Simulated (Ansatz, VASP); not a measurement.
# Cross-check of Re (Rhenium) between VASP and Ansatz

One calculation is typed for both programs; each brings its own data sets. How far apart do they land? The cell is taken from a series of runs on this material, whose earlier steps may have relaxed, scaled, displaced or heated it; both programs get it as it stands.

Main program and level: Ansatz 0.2.0; plane waves, with VASP 6.6.1 beside it; zone-centre phonons at LDA.

## (1) Starting point

The structure is hexagonal, space group P6_3/mmc (No. 194). The conventional cell has a = 2.774 Å, b = 2.774 Å, c = 4.473 Å, α = 90.00°, β = 90.00°, γ = 120.00°. Nearest to Re lie 12 Re at 2.75 to 2.77 Å.

As a file:

```cif
data_structure
_symmetry_space_group_name_H-M 'P6_3/mmc'
_symmetry_Int_Tables_number 194
_cell_length_a 2.7740
_cell_length_b 2.7740
_cell_length_c 4.4728
_cell_angle_alpha 90.000
_cell_angle_beta 90.000
_cell_angle_gamma 120.000
_cell_volume 29.81
loop_
_atom_site_label
_atom_site_type_symbol
_atom_site_symmetry_multiplicity
_atom_site_Wyckoff_symbol
_atom_site_fract_x
_atom_site_fract_y
_atom_site_fract_z
_atom_site_occupancy
Re1 Re 2 c 0.33333 0.66667 0.25000 1
```

## (2) VASP: zone-centre phonons, LDA

Second derivatives magnify differences that forces hide, and they need a tight electronic threshold.

Lines of VASP's logs that name or quote its potential files are left out, and so is its time.

The input, INCAR:

```
SYSTEM = Re
PREC = Accurate
ENCUT = 600
EDIFF = 1E-08
NELM = 120
ISMEAR = 1
SIGMA = 0.2
LREAL = .FALSE.
ALGO = Normal
GGA = CA
NBANDS = 13
LASPH = .TRUE.
LORBIT = 11
LWAVE = .FALSE.
LCHARG = .FALSE.
ISIF = 2
IBRION = 8
GGA_COMPAT = .FALSE.
KPAR = 2
```

The input, POSCAR:

```
Re
1.0
    2.7740337313      0.0000000000      0.0000000000
   -1.3870168657      2.4023836822      0.0000000000
    0.0000000000      0.0000000000      4.4727577967
Re
2
Direct
    0.3333333333      0.6666666667      0.2500000000
    0.6666666667      0.3333333333      0.7500000000
```

The input, KPOINTS:

```
Automatic mesh
0
Gamma
18 18 12
0 0 0
```

Potentials, in the order of the species: Re (LDA family, release 64).

Command:

```bash
mpirun -np 2 vasp_std
```

Numbers of over 12 decimals in the logs are rounded to 6 here.

Output:

```text
[banner, memory and clock lines left out]
running    2 mpi-ranks, on    1 nodes
 distrk:  each k-point on    1 cores,    2 groups
 distr:  one band on    1 cores,    1 groups

 POSCAR found type information on POSCAR Re
 POSCAR found :  1 types and       2 ions
 LDA part: xc-table for (Slater(with rela. corr.)+CA(PZ))
 , standard interpolation
 POSCAR, INCAR and KPOINTS ok, starting setup
 FFT: planning ... GRIDC
 FFT: planning ... GRID_SOFT
 FFT: planning ... GRID
 WAVECAR not read
 entering main loop
       N       E                     dE             d eps       ncg     rms          rms(c)
DAV:   1     0.123592297866E+03    0.12359E+03   -0.63632E+03  7265   0.123E+03
DAV:   2    -0.205449143023E+02   -0.14414E+03   -0.12840E+03 10803   0.461E+02
DAV:   3    -0.288170682504E+02   -0.82722E+01   -0.72391E+01 11254   0.143E+02
DAV:   4    -0.289978041700E+02   -0.18074E+00   -0.17654E+00 11166   0.129E+01
DAV:   5    -0.289988831509E+02   -0.10790E-02   -0.10780E-02 11007   0.169E+00    0.416E+01
DAV:   6    -0.278407534316E+02    0.11581E+01   -0.10718E+00 11479   0.173E+01    0.170E+01
DAV:   7    -0.274971049327E+02    0.34365E+00   -0.63930E-01 11524   0.130E+01    0.382E-01
DAV:   8    -0.274867658607E+02    0.10339E-01   -0.56952E-03 10845   0.797E-01    0.174E-01
DAV:   9    -0.274856167684E+02    0.11491E-02   -0.44711E-04 10558   0.190E-01    0.391E-02
DAV:  10    -0.274856226829E+02   -0.59145E-05   -0.36987E-05 10542   0.581E-02    0.195E-02
DAV:  11    -0.274856224183E+02    0.26453E-06   -0.90248E-07 11331   0.109E-02    0.164E-03
DAV:  12    -0.274856223813E+02    0.37086E-07   -0.36224E-08  8991   0.260E-03    0.634E-04
DAV:  13    -0.274856223787E+02    0.25707E-08   -0.28744E-09  6027   0.105E-03
   1 F= -.27485622E+02 E0= -.27485796E+02  d E =0.520483E-03
 Linear response reoptimize wavefunctions to high precision
DAV:   1    -0.274856223789E+02   -0.21055E-09   -0.30703E-09  7364   0.105E-03
DAV:   2    -0.274856223789E+02   -0.39563E-10   -0.22044E-10  5357   0.187E-04
 Linear response DOF=           2
 Linear response progress:
  Degree of freedom:   1/  2
       N       E                     dE             d eps       ncg     rms          rms(c)
RMM:   1    -0.935730272700E-01   -0.93573E-01    0.12934E-01 31161   0.193E+01
RMM:   2    -0.143559003306E+00   -0.49986E-01   -0.54897E-02 52058   0.202E+00    0.124E-01
RMM:   3    -0.143279721334E+00    0.27928E-03   -0.27945E-03 55928   0.400E-01    0.860E-02
RMM:   4    -0.142561483509E+00    0.71824E-03   -0.84945E-04 52395   0.242E-01    0.202E-02
RMM:   5    -0.142622257464E+00   -0.60774E-04   -0.36323E-05 52375   0.624E-02    0.832E-03
RMM:   6    -0.142637292956E+00   -0.15035E-04   -0.42474E-06 55392   0.173E-02    0.510E-03
RMM:   7    -0.142646385035E+00   -0.90921E-05   -0.55703E-07 51435   0.849E-03    0.128E-03
RMM:   8    -0.142648125661E+00   -0.17406E-05   -0.41361E-07 57744   0.305E-03    0.368E-04
RMM:   9    -0.142647405017E+00    0.72064E-06   -0.66681E-08 56252   0.102E-03    0.971E-05
RMM:  10    -0.142647461281E+00   -0.56264E-07   -0.12670E-07 57902   0.614E-04    0.250E-05
RMM:  11    -0.142647498684E+00   -0.37403E-07   -0.10871E-07 59325   0.486E-04    0.712E-06
RMM:  12    -0.142647498653E+00    0.30606E-10   -0.11546E-07 57283   0.448E-04    0.449E-06
RMM:  13    -0.142647496937E+00    0.17162E-08   -0.11253E-07 60213   0.443E-04    0.463E-07
RMM:  14    -0.142647497050E+00   -0.11352E-09   -0.11107E-07 61060   0.440E-04    0.401E-07
RMM:  15    -0.142647496404E+00    0.64613E-09   -0.11138E-07 55303   0.440E-04    0.522E-08
 first order change of Fermi-energy  -0.15912E-04
 force on displaced ion       1 direction 1 :  -4.139   0.000   0.000
 Linear response progress:
  Degree of freedom:   2/  2
       N       E                     dE             d eps       ncg     rms          rms(c)
RMM:   1    -0.131398983088E+00   -0.13140E+00    0.13294E-01 10874   0.203E+01
RMM:   2    -0.184212193459E+00   -0.52813E-01   -0.44622E-02 16251   0.224E+00    0.196E-01
RMM:   3    -0.185312640796E+00   -0.11004E-02   -0.88179E-03 18411   0.736E-01    0.113E-01
RMM:   4    -0.185395133255E+00   -0.82492E-04   -0.14895E-04 18467   0.169E-01    0.636E-02
RMM:   5    -0.185681723806E+00   -0.28659E-03   -0.12419E-04 19014   0.119E-01    0.133E-02
RMM:   6    -0.185688143187E+00   -0.64194E-05    0.27862E-06 17857   0.321E-02    0.594E-03
RMM:   7    -0.185682817220E+00    0.53260E-05   -0.15189E-07 17911   0.127E-02    0.298E-03
RMM:   8    -0.185695772972E+00   -0.12956E-04    0.71516E-06 18514   0.745E-03    0.558E-04
RMM:   9    -0.185695334414E+00    0.43856E-06    0.76233E-07 18345   0.263E-03    0.110E-04
RMM:  10    -0.185694526721E+00    0.80769E-06   -0.10081E-06 19868   0.958E-04    0.682E-05
RMM:  11    -0.185694116059E+00    0.41066E-06    0.13226E-07 18632   0.595E-04    0.929E-06
RMM:  12    -0.185694144845E+00   -0.28786E-07   -0.15003E-07 20651   0.466E-04    0.720E-06
RMM:  13    -0.185694136807E+00    0.80378E-08   -0.24591E-07 19385   0.445E-04    0.216E-06
RMM:  14    -0.185694154422E+00   -0.17615E-07   -0.26677E-07 19942   0.432E-04    0.588E-07
RMM:  15    -0.185694151084E+00    0.33381E-08   -0.24154E-07 20747   0.431E-04    0.385E-07
RMM:  16    -0.185694151793E+00   -0.70850E-09   -0.24400E-07 19748   0.430E-04    0.613E-08
 first order change of Fermi-energy   0.10600E-03
 force on displaced ion       1 direction 3 :   0.000   0.000  -0.645
 Linear response finished
```

Parts of OUTCAR (step 2):

```text
ion  position               nearest neighbor table
   1  0.333  0.667  0.250-   2 2.75   2 2.75   2 2.75   2 2.75   2 2.75   2 2.75
   2  0.667  0.333  0.750-   1 2.75   1 2.75   1 2.75   1 2.75   1 2.75   1 2.75

  LATTYP: Found a hexagonal cell.
 ALAT       =     2.7740337313
 C/A-ratio  =     1.6123660452

 Subroutine GETGRP returns: Found 24 space group operations
 (whereof 12 operations were pure point group operations)

The static configuration has the point symmetry D_3d.
 The point group associated with its full space group is D_6h.

 Found    259 irreducible k-points:

   k-points           NKPTS =    259   k-points in BZ     NKDIM =    259   number of bands    NBANDS=     13

   dimension x,y,z NGX =    24 NGY =   24 NGZ =   36
   dimension x,y,z NGXF=    48 NGYF=   48 NGZF=   72

   ENCUT  =  600.0 eV  44.10 Ry    6.64 a.u.   5.54  5.54  8.93*2*pi/ulx,y,z

   NELECT =      14.0000    total number of electrons

 k-points in reciprocal lattice and weights: Automatic mesh
   0.00000000  0.00000000  0.00000000       0.000
   0.05555556  0.00000000  0.00000000       0.002
   0.11111111  0.00000000  0.00000000       0.002
   0.16666667 -0.00000000  0.00000000       0.002
   0.22222222 -0.00000000  0.00000000       0.002
   0.27777778  0.00000000  0.00000000       0.002
   0.33333333  0.00000000  0.00000000       0.002
   0.38888889 -0.00000000  0.00000000       0.002
   0.44444444 -0.00000000  0.00000000       0.002
[...]
0.33333333  0.27777778  0.50000000       0.003
   0.33333333  0.33333333  0.50000000       0.001

 average (electrostatic) potential at core
       1 -39.6131       2 -39.6131

  Total       -2.4957318     -2.4957318     -2.5234383      0.0000000      0.0000000     -0.0000000
  in kB     -134.1463964   -134.1463964   -135.6356290      0.0000000      0.0000000     -0.0000000
  external PRESSURE =    -134.6428073 kB  Pullay stress =       0.0000000 kB

  energy-cutoff  :      600.00
  volume of cell :       29.81
      direct lattice vectors                 reciprocal lattice vectors
     2.774033731  0.000000000  0.000000000     0.360485883  0.208126622  0.000000000
    -1.387016866  2.402383682  0.000000000     0.000000000  0.416253244  0.000000000
     0.000000000  0.000000000  4.472757797     0.000000000  0.000000000  0.223575710

 POSITION                                       TOTAL-FORCE (eV/Angst)
 -----------------------------------------------------------------------------------
     -0.00000      1.60159      1.11819         0.000000     -0.000000      0.000000
      1.38702      0.80079      3.35457        -0.000000      0.000000      0.000000
 -----------------------------------------------------------------------------------
    total drift:                               -0.000000      0.000000     -0.000000

 Eigenvectors and eigenvalues of the dynamical matrix
 ----------------------------------------------------

   1 f  =    3.296356 THz    20.711619 2PiTHz  109.954617 cm-1    13.632629 meV
             X         Y         Z           dx          dy          dz
     -0.000000  1.601589  1.118189     0.665589   -0.238728   -0.000000
      1.387017  0.800795  3.354568    -0.665589    0.238728    0.000000

   2 f  =    3.296356 THz    20.711619 2PiTHz  109.954617 cm-1    13.632629 meV
             X         Y         Z           dx          dy          dz
     -0.000000  1.601589  1.118189    -0.238728   -0.665589    0.000000
      1.387017  0.800795  3.354568     0.238728    0.665589    0.000000

   3 f  =    1.301049 THz     8.174731 2PiTHz   43.398319 cm-1     5.380703 meV
             X         Y         Z           dx          dy          dz
     -0.000000  1.601589  1.118189    -0.000000    0.000000   -0.707107
      1.387017  0.800795  3.354568     0.000000    0.000000    0.707107

   4 f  =    0.000000 THz     0.000000 2PiTHz    0.000001 cm-1     0.000000 meV
             X         Y         Z           dx          dy          dz
     -0.000000  1.601589  1.118189    -0.022710    0.706742   -0.000000
      1.387017  0.800795  3.354568    -0.022710    0.706742    0.000000

   5 f  =    0.000000 THz     0.000000 2PiTHz    0.000000 cm-1     0.000000 meV
             X         Y         Z           dx          dy          dz
     -0.000000  1.601589  1.118189     0.000000    0.000000    0.707107
      1.387017  0.800795  3.354568    -0.000000    0.000000    0.707107

   6 f/i=    0.000000 THz     0.000000 2PiTHz    0.000002 cm-1     0.000000 meV
             X         Y         Z           dx          dy          dz
     -0.000000  1.601589  1.118189    -0.706742   -0.022710   -0.000000
      1.387017  0.800795  3.354568    -0.706742   -0.022710    0.000000

 ELASTIC MODULI CONTR FROM IONIC RELAXATION (kBar)
 Direction    XX          YY          ZZ          XY          YZ          ZX
 --------------------------------------------------------------------------------
 XX        -102.4971    102.4971     -0.0000      0.0000      0.0000      0.0000
 YY         102.4971   -102.4971      0.0000      0.0000      0.0000      0.0000
 ZZ          -0.0000      0.0000     -0.0000      0.0000      0.0000      0.0000
 XY           0.0000      0.0000      0.0000   -102.4971      0.0000     -0.0000
 YZ           0.0000      0.0000      0.0000      0.0000      0.0000      0.0000
 ZX           0.0000      0.0000      0.0000     -0.0000      0.0000     -0.0000
 --------------------------------------------------------------------------------
```

The data set Re keeps the semicore shell frozen, which is cheaper and a little less accurate.

## (3) Ansatz: zone-centre phonons, LDA

Ansatz runs on its PAW soft_1 files.

The same cell, functional (in two slightly different forms), mesh and smearing now go to Ansatz, which takes its cutoff from its data sets.

The input, input.yaml:

```yaml
crystal:
  lattice:
    - [2.7740337313, 0.0, 0.0]
    - [-1.3870168657, 2.4023836822, 0.0]
    - [0.0, 0.0, 4.4727577967]
  atoms:
    - { symbol: Re, position: [0.3333333333, 0.6666666667, 0.25] }
    - { symbol: Re, position: [0.6666666667, 0.3333333333, 0.75] }
kpoints:
  mp_grid: { grid: [18, 18, 12] }
hamiltonian:
  xc: lda
  pseudopotentials: { kind: paw, azcp: { folder: soft_1 }, xc_functional: pbe }
scf:
  occupations: { method: methfessel_paxton, width: 0.2 }
output:
  eigenvalues: true
phonons:
  method: dfpt
```

Command:

```bash
ansatz run input.yaml --threads 4 --pin off --max-ram 10240MiB --backend cpu --events-out ev --progress --plain --runs-dir out
```

Output:

```text
zone centre: on kpoints.mp_grid the ground state, and the responses unless they are solved on pairs of k-points, stand on 637 of the mesh's 3888 k-points, reduced under 4 symmetry operations, with k and −k counted as one. Each operation leaves every solved displacement unchanged or reverses it
Engine: ansatz 0.2.0, aarch64-unknown-linux-gnu
Pseudopotentials: kind: paw
Pseudopotential: Re, paw, valence charge 15, recommended cutoff 420 eV (normal), soft_1/Re.paw.azcp
Functional definition: SPW92
  exchange = slater_x
  correlation = pw_c
Crystal: 2 atoms, lattice volume = 29.808 Å³
Basis set: ecut = 420 eV, 579 PW (Γ), exchange–correlation on 40×40×60 points (8 copies of the dense FFT grid, shifted against one another)
Bands: 19, of which v1, the nominal top of the filled ones, is band 15 counted from 1 (14 counted from 0)
Symmetry: 24 space group operations
k-points: 637 of 3888 (irreducible under 4 space group operations, time reversal used)
Non-local potential: Re, projectors of the file, l = 0: 3, l = 1: 2, l = 2: 2, l = 3: 1
PAW form: soft (Blöchl's): semilocal exchange-correlation on the pseudo side does not see the compensation charge
PAW frozen core: Re, regenerated for the run's functional, and the local potential with it (the file was generated under x = pbe(κ = 0.804, μ = 0.219515), c = pbe(β = 0.066725))
PAW one-centre angular grid: Re, 590 points (default); XC on 64 Gauss nodes
Initial density: superposition of atomic densities (chi_scale 0.1, normalization cell)
Initial wavefunctions: pseudopotential atomic-orbital guess
Functional: x = slater, c = lda
SCF iter   1: F=—  HF=-21217.511243 eV  |F-HF|=—  |Δ(HF+E_count)|=         —  Δρ=5.94e-2  dr2=9.86e-1  ethr=3.10e-3  ⟨swp⟩=4.5  Hψ=47934  notcnv=0
preconditioner: auto → none  [metal: Δε(μ)=0.009 eV  Ē_g=6.266 eV  σ=0.200 eV  W_gap=0.04  n_scr=8 (ndim 8)  ℏωp=25.4 eV  f_vac=0.000  D(μ)=1.65/eV (n_scr^D=22)  sad-step TF]
SCF iter   2: F=—  HF=-21217.233631 eV  |F-HF|=—  |Δ(HF+E_count)|=   2.78e-1  S|Δr|=    0.00e0  Δρ=3.43e-2  dr2=3.17e-1  ethr=3.10e-3  ⟨swp⟩=2.0  Hψ=19428  notcnv=0  defer=6
SCF iter   3: F=—  HF=-21217.106097 eV  |F-HF|=—  |Δ(HF+E_count)|=   1.28e-1  S|Δr|=    0.00e0  Δρ=1.58e-3  dr2=2.77e-4  ethr=1.06e-3  ⟨swp⟩=2.8  Hψ=22112  notcnv=0  defer=6
SCF iter   4: F=—  HF=-21217.106313 eV  |F-HF|=—  |Δ(HF+E_count)|=   2.17e-4  S|Δr|=    0.00e0  Δρ=1.54e-4  dr2=8.19e-6  ethr=9.22e-7  ⟨swp⟩=2.1  Hψ=18459  notcnv=0  defer=6
SCF iter   5: F=—  HF=-21217.106311 eV  |F-HF|=—  |Δ(HF+E_count)|=   2.74e-6  S|Δr|=    0.00e0  Δρ=2.46e-5  dr2=1.23e-7  ethr=2.73e-8  ⟨swp⟩=2.0  Hψ=16449  notcnv=0  defer=6
SCF iter   6: F=—  HF=-21217.106311 eV  |F-HF|=—  |Δ(HF+E_count)|=   5.51e-7  S|Δr|=    0.00e0  Δρ=6.60e-6  dr2=1.02e-8  ethr=4.10e-10  ⟨swp⟩=2.5  Hψ=21910  notcnv=0  defer=2
SCF iter   7: F=—  HF=-21217.106311 eV  |F-HF|=—  |Δ(HF+E_count)|=   2.73e-9  S|Δr|=    0.00e0  Δρ=1.18e-6  dr2=2.69e-10  ethr=3.39e-11  ⟨swp⟩=2.8  Hψ=21236  notcnv=0  defer=2
SCF iter   8: F=-21217.106311 eV  HF=-21217.106311 eV  |F-HF|=1.09e-11  |Δ(HF+E_count)|=  5.46e-11  S|Δr|=    0.00e0  Δρ=8.95e-8  dr2=9.04e-13  ethr=1.00e-12  ⟨swp⟩=5.9  Hψ=52438  notcnv=0
SCF 1 converged in 8 iterations: F = -21217.106311 eV  dr2 = 9.04e-13
  greatest PAW one-centre occupation: 0.999 electrons in one spin orbital (limit 2), on the Re atom at site 1 (counted from 0), in its partial waves of l = 0
DFPT response loops at Γ: preconditioner auto → Kerker (q_TF=auto, 2.731 Å⁻¹) (partly filled bands, converged f_vac=0.000); β = 1.00, the filter's whole step (`scf.mixing.beta` (0.50) is not read by the response loops under this deck's `scf.mixing.preconditioner`; to damp them name `kerker` or `kerker_dos`, under which they read `scf.mixing.beta`, and type it under 1.00, their step now; both keys bind the ground state too); Broyden in place of MSR1
SCF converged after 8 iterations
Stability not checked: this state was not tested for a lower state beside it, because cold or Methfessel-Paxton smearing, or corrected tetrahedra, fill the levels in a way that the test cannot read (fill_not_monotonic; see scf.lower_state_search)
Free energy (F): -21217.106311 eV
Harris-Foulkes:  -21217.106311 eV  (|F-HF|=1.09e-11)
Internal energy: -21217.106931 eV  (E = F + TS)
E sigma→0 (E₀):  -21217.106466 eV
Entropy (-TS):   0.000620 eV (0.310 meV/atom)
Fermi energy:    23.304223 eV
--- Per-component energies (eV) ---
  E_band       = -162.208691
  E_kinetic    = 1045.766607
  E_local      = -1578.651902  (includes V_loc(G=0)·N_el)
  E_nonlocal   = 171.691924
  E_hartree    = 546.563539
  E_xc         = -708.015889
  E_vxc        = -580.751336  (∫ρ·V_xc dr)
  E_paw        = -16892.814528  (= ΣΔE_a)
  E_vpaw       = -313.391182  (= ΣTr[D̂ρ^β])
  E_aug_tail   = 0.000098  (compensation charges beyond the density's cutoff)
  E_ewald      = -3802.285120
  E_core_change = 0.638340  (= ΣΔE_core)
  E_smearing   = 0.000620  (= −TS)
  E_closure    = 0.000000  (closes the sum)
  Σ components = -21217.106311   (vs F -21217.106311, Δ=0.00e0)
--- Band table (eV; the first three rows and the last of 637) ---
  k-point 0: bands = [... 11 lower, 21.7561, 21.7767, 22.5796, 22.5796, 23.4748, 23.4748, 24.0205, 26.6152]
  k-point 1: bands = [... 11 lower, 21.7115, 21.7272, 22.5266, 22.5266, 23.5951, 23.5951, 23.7703, 26.6261]
  k-point 2: bands = [... 11 lower, 21.6170, 21.6170, 22.3828, 22.3828, 23.1414, 23.9120, 23.9120, 26.6374]
  k-point 636: bands = [... 11 lower, 20.1124, 21.2218, 21.2218, 23.1390, 23.1390, 27.2152, 27.2152, 29.5412]
--- Phonons (Γ-DFPT): 2 representative perturbations + reference, on 637 of 3888 k-points (Σ response iterations 5) ---
  k mesh reduced under 4 symmetry operations, with k and −k counted as one. Each operation leaves every solved displacement unchanged or reverses it
  ASR residual: 1.190e-4 → 0.000e0 eV/Å²; symmetrization residual: 6.452e-10 eV/Å²
  ASR residual per site (eV/Å²): 1.19e-4 1.19e-4
  Γ frequencies (cm⁻¹): 0.00 0.00 0.00 50.29 110.80 110.80
  non-analytic LO–TO correction: not included (Born effective charges unavailable; polar crystals: no LO–TO splitting at Γ)
```

The column dr2 measures how far the density is from self-consistency, as an energy; F and HF (Harris–Foulkes) agree once it is small.

## (4) Differences

Known differences besides the potentials themselves: the two LDA forms differ slightly; the data sets hold 30 valence electrons in Ansatz (on its PAW soft_1 files) and 14 in VASP; the cutoff is 420 eV in Ansatz and 600 eV in VASP; VASP's log shows a relativistic correction to its local exchange, Ansatz's none. Total energies have different zeros and are not compared.

The two programs side by side:

```tsv
quantity	Ansatz	VASP	difference
optical mode 1 (cm⁻¹)	50.3	43.4	+6.9
optical mode 2 to 3 (cm⁻¹)	110.8	110.0	+0.77 %
```

Modes are paired by rising frequency, not by their patterns, so a pair may set unlike modes beside each other; they are those without the splitting of longitudinal modes.

## (5) Summary of results

```
r.m.s. difference of the optical zone-centre modes, each program's sorted by frequency (zone-centre phonons, LDA) : 4.0 cm⁻¹
difference in optical mode 2 to 3 (zone-centre phonons, LDA)                                                      : +0.8 %
```

The r.m.s. difference of the optical zone-centre modes, each program's sorted by frequency is 4.0 cm⁻¹ (zone-centre phonons, LDA). The data sets hold unlike numbers of valence electrons (30 in Ansatz and 14 in VASP), so part of the differences comes from the potentials. Among the rows given in per cent, the largest difference of the zone-centre phonons, LDA pair is in optical mode 2 to 3, +0.8 %. How closely two codes agree says nothing of how well the functional describes the real material.

[Lines on the potential files, build, host, timing and source positions are cut from VASP's logs without a mark.]

[Logs are printed without paths, hosts, clocks, repeated set-up lines and the standing remarks that a program may print on its own settings, such as how far it seeks lower states.]

[Hosts, paths, dates, database ids (printed as entryN), source tags and the programs' standing remarks are cut or masked in the printed files.]
